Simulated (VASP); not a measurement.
# NaF (space group Fm-3m): computed properties

All values below come from r2SCAN+rVV10, VASP's PBE PAW potentials (set 64) (plane waves; VASP 6.6.1).

- space group: Fm-3m (225)
- cell: a = b = c = 4.550 Å, α = β = γ = 90.00°
- volume per atom: 11.78 Å³/atom
- band gap (over mesh and band path): 7.41 eV
- smallest direct gap (over mesh and band path): 7.41 eV
- band-edge character: direct, Γ to Γ
- density: 2.96 g/cm³
- mean ε∞ (independent particles): 1.80

```cif
data_FNa
_chemical_formula_sum 'Na1 F1'
_space_group_name_H-M_alt 'P 1'
_space_group_IT_number 1
_cell_length_a 3.21751
_cell_length_b 3.21751
_cell_length_c 3.21751
_cell_angle_alpha 60.000
_cell_angle_beta 60.000
_cell_angle_gamma 60.000
loop_
_space_group_symop_operation_xyz
  'x, y, z'
loop_
_atom_site_label
_atom_site_type_symbol
_atom_site_fract_x
_atom_site_fract_y
_atom_site_fract_z
_atom_site_occupancy
Na1 Na 0.00000 0.00000 0.00000 1
F1 F 0.50000 0.50000 0.50000 1
```

The structure comes from a measured NaF entry (Fm-3m) of the Crystallography Open Database, whose conditions weren't checked. It was relaxed first, which changed the volume by -5 %. Symmetry was kept, so distortions that lower it aren't found.
